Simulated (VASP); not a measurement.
Method: vdW-DF-cx, VASP's PBE PAW potentials (set 64) (plane waves; VASP).

VASP input:

**INCAR**
```
! general
SYSTEM    =  WSe2
PREC      =  Accurate
ENCUT     =  520   ! plane-wave cut-off (eV)
LREAL     =  F
LASPH     =  T

! electronic loop
EDIFF     =  1E-7   ! SCF stop (eV)
NELM      =  100   ! most electronic steps
ALGO      =  Normal   ! blocked Davidson
LMAXMIX   =  6   ! l cut-off of mixed one-centre charges

! smearing
ISMEAR    =  0
SIGMA     =  0.05   ! width (eV)

! functional
GGA       =  CX
LUSE_VDW  =  T
AGGAC     =  0.0

! ions
IBRION    =  2   ! conjugate gradients
NSW       =  30
ISIF      =  4
EDIFFG    =  -0.01

! output
LWAVE     =  F
LCHARG    =  F
```

### KPOINTS
```
Automatic mesh
0
Gamma
8 8 2
0 0 0
```

### POSCAR
```
WSe2
1.0
  1.6245484719  -2.8138001709   0.0000000000
  1.6245484719   2.8138001709   0.0000000000
  0.0000000000   0.0000000000  12.9195798603
W Se
2 4
Direct
  0.3333330000   0.6666670000   0.2500000000
  0.6666670000   0.3333330000   0.7500000000
  0.3333330000   0.6666670000   0.8792009835
  0.6666670000   0.3333330000   0.3792009835
  0.6666670000   0.3333330000   0.1207990165
  0.3333330000   0.6666670000   0.6207990165
```

POTCAR, in this order: W_sv Se (PBE.64 set). Program: vasp_std.

Output

**OSZICAR**
```
       N       E                     dE             d eps       ncg     rms          rms(c)
DAV:   1     0.535698832272E+03    0.53570E+03   -0.28492E+04  1392   0.165E+03
DAV:   2     0.129705792714E+01   -0.53440E+03   -0.52331E+03  1485   0.438E+02
DAV:   3    -0.330002546681E+02   -0.34297E+02   -0.33801E+02  1520   0.981E+01
DAV:   4    -0.338407457066E+02   -0.84049E+00   -0.83698E+00  1553   0.159E+01
DAV:   5    -0.338598948394E+02   -0.19149E-01   -0.19141E-01  1563   0.224E+00    0.318E+01
DAV:   6    -0.324252609937E+02    0.14346E+01   -0.89872E+00  1413   0.170E+01    0.118E+01
DAV:   7    -0.322193300303E+02    0.20593E+00   -0.40753E+00  1447   0.835E+00    0.565E+00
DAV:   8    -0.320643926702E+02    0.15494E+00   -0.70216E-01  1612   0.463E+00    0.119E+00
DAV:   9    -0.320659925237E+02   -0.15999E-02   -0.51817E-02  1538   0.119E+00    0.777E-01
DAV:  10    -0.320648130945E+02    0.11794E-02   -0.16040E-02  1595   0.833E-01    0.201E-01
DAV:  11    -0.320647303019E+02    0.82793E-04   -0.20862E-03  1521   0.288E-01    0.158E-01
DAV:  12    -0.320647183277E+02    0.11974E-04   -0.78722E-05  1505   0.510E-02    0.915E-02
DAV:  13    -0.320647167382E+02    0.15895E-05   -0.86721E-05  1615   0.533E-02    0.668E-03
DAV:  14    -0.320647172612E+02   -0.52301E-06   -0.26523E-06  1464   0.106E-02    0.311E-03
DAV:  15    -0.320647174631E+02   -0.20192E-06   -0.25039E-07  1287   0.266E-03    0.193E-03
DAV:  16    -0.320647174918E+02   -0.28664E-07   -0.31231E-08   977   0.117E-03
   1 F= -.32064717E+02 E0= -.32064717E+02  d E =-.320647E+02
       N       E                     dE             d eps       ncg     rms          rms(c)
DAV:   1    -0.320873704750E+02   -0.22653E-01   -0.23493E+00  1268   0.711E+00    0.130E+00
DAV:   2    -0.320931540066E+02   -0.57835E-02   -0.13435E-01  1443   0.150E+00    0.600E-01
DAV:   3    -0.320918260373E+02    0.13280E-02   -0.14424E-02  1438   0.640E-01    0.419E-01
DAV:   4    -0.320910661880E+02    0.75985E-03   -0.34123E-03  1549   0.292E-01    0.177E-01
DAV:   5    -0.320910850411E+02   -0.18853E-04   -0.35299E-04  1626   0.914E-02    0.311E-02
DAV:   6    -0.320910626417E+02    0.22399E-04   -0.84965E-05  1488   0.479E-02    0.138E-02
DAV:   7    -0.320910620393E+02    0.60242E-06   -0.85053E-06  1550   0.131E-02    0.379E-03
DAV:   8    -0.320910620175E+02    0.21803E-07   -0.62662E-07  1428   0.492E-03
   2 F= -.32091062E+02 E0= -.32091062E+02  d E =-.263445E-01
       N       E                     dE             d eps       ncg     rms          rms(c)
DAV:   1    -0.320912135861E+02   -0.15155E-03   -0.13711E-02  1268   0.541E-01    0.100E-01
DAV:   2    -0.320912496227E+02   -0.36037E-04   -0.76449E-04  1485   0.113E-01    0.439E-02
DAV:   3    -0.320912430792E+02    0.65435E-05   -0.68147E-05  1460   0.446E-02    0.309E-02
DAV:   4    -0.320912403172E+02    0.27620E-05   -0.17169E-05  1562   0.209E-02    0.133E-02
DAV:   5    -0.320912410150E+02   -0.69777E-06   -0.17199E-06  1438   0.672E-03    0.232E-03
DAV:   6    -0.320912407458E+02    0.26919E-06   -0.45099E-07  1283   0.363E-03    0.898E-04
DAV:   7    -0.320912407864E+02   -0.40617E-07   -0.35817E-08   788   0.106E-03
   3 F= -.32091241E+02 E0= -.32091241E+02  d E =-.265233E-01
       N       E                     dE             d eps       ncg     rms          rms(c)
DAV:   1    -0.321341903833E+02   -0.42950E-01   -0.17601E+00  1248   0.856E+00    0.110E+00
DAV:   2    -0.321089450216E+02    0.25245E-01   -0.15794E-01  1441   0.215E+00    0.575E-01
DAV:   3    -0.321035268877E+02    0.54181E-02   -0.10797E-02  1478   0.643E-01    0.242E-01
DAV:   4    -0.321017703631E+02    0.17565E-02   -0.52717E-03  1447   0.371E-01    0.106E-01
DAV:   5    -0.321017729087E+02   -0.25456E-05   -0.53667E-04  1410   0.133E-01    0.491E-02
DAV:   6    -0.321017514991E+02    0.21410E-04   -0.10186E-04  1601   0.574E-02    0.146E-02
DAV:   7    -0.321017520378E+02   -0.53862E-06   -0.69871E-06  1586   0.152E-02    0.685E-03
DAV:   8    -0.321017518964E+02    0.14137E-06   -0.18333E-06  1626   0.858E-03    0.144E-03
DAV:   9    -0.321017519201E+02   -0.23747E-07   -0.18622E-07  1007   0.250E-03
   4 F= -.32101752E+02 E0= -.32101752E+02  d E =-.105111E-01
       N       E                     dE             d eps       ncg     rms          rms(c)
DAV:   1    -0.321297246573E+02   -0.27973E-01   -0.13706E+00  1248   0.756E+00    0.973E-01
DAV:   2    -0.321102464252E+02    0.19478E-01   -0.12112E-01  1441   0.189E+00    0.507E-01
DAV:   3    -0.321060381538E+02    0.42083E-02   -0.83356E-03  1499   0.563E-01    0.213E-01
DAV:   4    -0.321046853069E+02    0.13528E-02   -0.40907E-03  1440   0.325E-01    0.922E-02
DAV:   5    -0.321046863876E+02   -0.10808E-05   -0.41775E-04  1396   0.117E-01    0.429E-02
DAV:   6    -0.321046704224E+02    0.15965E-04   -0.78438E-05  1565   0.503E-02    0.127E-02
DAV:   7    -0.321046707531E+02   -0.33065E-06   -0.52830E-06  1593   0.133E-02    0.583E-03
DAV:   8    -0.321046706162E+02    0.13686E-06   -0.13426E-06  1655   0.734E-03    0.122E-03
DAV:   9    -0.321046706315E+02   -0.15318E-07   -0.12678E-07   921   0.211E-03
   5 F= -.32104671E+02 E0= -.32104671E+02  d E =-.134298E-01
```

**OUTCAR**
```
------------------------ aborting loop because EDIFF is reached ----------------------------------------
  FORCE on cell =-STRESS in cart. coord.  units (eV):
  Direction    XX          YY          ZZ          XY          YZ          ZX
  --------------------------------------------------------------------------------------
  Total        0.9373807      0.9373804      0.9798643      0.0000000     -0.0000000      0.0000000
  in kB       12.7151725     12.7151692     13.2914458      0.0000000     -0.0000000      0.0000000
  external PRESSURE =      12.9072625 kB  Pullay stress =       0.0000000 kB
  volume of cell :      118.11
      direct lattice vectors                 reciprocal lattice vectors
     1.634640012 -2.831279182  0.000000000     0.305877745 -0.176598621 -0.000000000
     1.634640012  2.831279182 -0.000000000     0.305877745  0.176598621 -0.000000000
     0.000000000  0.000000000 12.760553000    -0.000000000  0.000000000  0.078366510
 POSITION                                       TOTAL-FORCE (eV/Angst)
 -----------------------------------------------------------------------------------
      1.63464      0.94376      3.19014         0.000000     -0.000000      0.000000
      1.63464     -0.94376      9.57041        -0.000000      0.000000      0.000000
      1.63464      0.94376     11.25868         0.000000     -0.000000      0.006382
      1.63464     -0.94376      4.87840        -0.000000      0.000000      0.006382
      1.63464     -0.94376      1.50187        -0.000000      0.000000     -0.006382
      1.63464      0.94376      7.88215        -0.000000      0.000000     -0.006382
 -----------------------------------------------------------------------------------
    total drift:                                0.000000      0.001050     -0.000034
  FREE ENERGIE OF THE ION-ELECTRON SYSTEM (eV)
  ---------------------------------------------------
  free  energy   TOTEN  =       -32.1046706315 eV

  energy  without entropy=      -32.1046706315  energy(sigma->0) =      -32.10467063

 reached required accuracy - stopping structural energy minimisation
```
(Selected blocks of OUTCAR.)

**CONTCAR**
```
WSe2
   1.00000000000000
     1.6346400115843600   -2.8312791824145722    0.0000000000000000
     1.6346400115843600    2.8312791824145722   -0.0000000000000000
     0.0000000000000000    0.0000000000000000   12.7605530000346263
  W               Se
     2     4
Direct
     0.3333330000000032    0.6666669999999968    0.2500000000000000
     0.6666669999999968    0.3333330000000032    0.7500000000000000
     0.3333330000000032    0.6666669999999968    0.8823034167954483
     0.6666669999999968    0.3333330000000032    0.3823034167954484
     0.6666669999999968    0.3333330000000032    0.1176965832045516
     0.3333330000000032    0.6666669999999968    0.6176965832045517
```

The compound is WSe2 in the 2H layered structure. This cell is one point of a volume scan, at 0.97 of the reference volume. Symmetry was kept, so distortions that lower it aren't found.
